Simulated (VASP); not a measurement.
An input for Ansatz (written as the equivalent of a VASP run, and not itself run):

Ansatz 0.2 input:
```yaml
crystal:
  lattice:
    - [2.7126283, -0.0000003, 0.0000000]
    - [-1.3563149, 2.3492046, 0.0000000]
    - [0.0000000, 0.0000000, 14.9048464]
  atoms:
    - { symbol: V, position: [0.6666670, 0.3333330, 0.5000000], spin: 0.5 }
    - { symbol: O, position: [0.3333330, 0.6666670, 0.4244645] }
    - { symbol: O, position: [0.3333330, 0.6666670, 0.5755355] }
kpoints:
  mp_grid: { grid: [14, 14, 1] }
hamiltonian:
  xc: pbesol
  pseudopotentials: { kind: paw }
magnetization: { spin_polarized: true }
scf:
  occupations: { method: tetrahedron }
  max_iter: 100
output: { forces: true, stress: true, eigenvalues: true }
```

### Question
Write the VASP files for the same calculation (PBEsol).

### Answer
Several could match; the one computed here: 
**KPOINTS**
```
Automatic mesh
0
Gamma
14 14 1
0 0 0
```

**POSCAR**
```
VO2
1
    2.7126282862    -0.0000002693     0.0000000000
   -1.3563149307     2.3492046261    -0.0000000000
    0.0000000000     0.0000000000    14.9048464214
V O
1 2
Direct
  0.6666670000   0.3333330000   0.5000000000
  0.3333330000   0.6666670000   0.4244645296
  0.3333330000   0.6666670000   0.5755354704
```

INCAR:
```
SYSTEM = VO2
PREC = Accurate; ENCUT = 520; LREAL = .FALSE.
LASPH = .TRUE.
EDIFF = 1E-7; NELM = 100; ALGO = Normal
LMAXMIX = 4
ISMEAR = -5
GGA = PS
MAGMOM = 0.5 2*-0.0
ISPIN = 2
ISIF = 2
LWAVE = .FALSE.; LCHARG = .TRUE.; LORBIT = 11
NEDOS = 601
LEFG = .TRUE.
```

POTCAR, in this order: V_sv O (PBE.64 set). Program: vasp_std.

What does not carry over: each code has its own PAW files, so the cut-off isn't converted (ENCUT is set for VASP's; basis.ecutwfc is left out, and Ansatz then takes the one that its files recommend); Ansatz stops its SCF on the density residual and VASP on the energy change (EDIFF); the field gradients of LEFG aren't asked of the other code.

The cell is a sheet with vacuum, built from a generated structure.
